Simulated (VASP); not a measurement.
Wanted: the native input for a VASP 6.6.1 run.

- Task: relaxation of cell and atoms
- Functional: PBE
- Potentials or basis: VASP PAW PBE potentials, release 64 (Al, Ga_d, P)
- Cutoff: 520 eV
- k mesh: 4 × 4 × 2
- Occupations: gaussian, width 0.15 eV
- Spin: no spin polarisation
- Further INCAR settings: PREC = Normal; ALGO = Fast; EDIFF = 0.0001; IBRION = 2; EDIFFG = -0.08; NSW = 24; ISIF = 3

The structure of Al2GaP3 lies in POSCAR:

```
Al2GaP3
1.0
    3.5834826800      0.0000000000      0.0000000000
    0.0000000000      3.5834826800      0.0000000000
    0.0000000000      0.0000000000      7.6076845400
Al Ga P
2 1 3
Direct
    0.5000000000      0.5000000000      0.7286009800
    0.0000000000      0.0000000000      0.2702390000
    0.0000000000      0.0000000000      0.6251500200
    0.5000000000      0.0000000000      0.9985610200
    0.0000000000      0.5000000000      0.9985610200
    0.5000000000      0.5000000000      0.3788870000
```

The cell was built by a generator and needn't be a form met in nature.

These files were run (other wordings do the same):

INCAR

```
PREC     = Normal         # precision mode
ENCUT    = 520            # plane-wave cutoff, eV
EDIFF    = 1E-4           # SCF threshold, eV
ISMEAR   = 0              # smearing method
SIGMA    = 0.15           # smearing width, eV
LREAL    = F              # projectors in reciprocal space
LASPH    = T              # aspherical terms in the spheres
NELM     = 60             # most SCF steps
ALGO     = Fast           # electronic algorithm
ISIF     = 3              # what is computed and relaxed
LWAVE    = F              # write WAVECAR
LCHARG   = F              # write CHGCAR
GGA      = PE             # functional
IBRION   = 2              # ionic algorithm
NSW      = 24             # ionic steps
EDIFFG   = -0.08          # ionic threshold
```

KPOINTS

```
regular mesh
0
Gamma
  4 4 2
```

Potentials or basis: VASP PAW PBE potentials, release 64 (Al, Ga_d, P).

Run with:

```bash
$ cat potpaw_PBE.64/Al/POTCAR potpaw_PBE.64/Ga_d/POTCAR potpaw_PBE.64/P/POTCAR > POTCAR
$ mpirun -np 1 vasp_std > vasp.out
```

Results of the run:

```
Relaxed volume                         : 16.25 Å³/atom
Relaxed cell                           : a = 3.560 Å, b = 3.560 Å, c = 7.697 Å, α = 90.00°, β = 90.00°, γ = 90.00°
Space group after relaxing (to 0.05 Å) : P4mm (No. 99)
Energy gained by relaxing              : 30.3 meV/atom
Ionic steps                            : 12
Pressure after relaxing                : -0.1 GPa
Largest force after relaxing           : 0.071 eV/Å
```

Caveat: the k mesh is coarse (spacing up to 0.44 Å⁻¹), so the values aren't converged; the bands computed are all filled at some k points, so no gap is given; the relaxation stopped at a loose force limit of 0.08 eV/Å, so its end isn't a converged minimum.

It took 83 s on 1 thread of Intel(R) Xeon(R) Platinum 8259CL CPU @ 2.50GHz (Skylake/Cascade Lake) (shared host), peak memory 0.16 GiB.
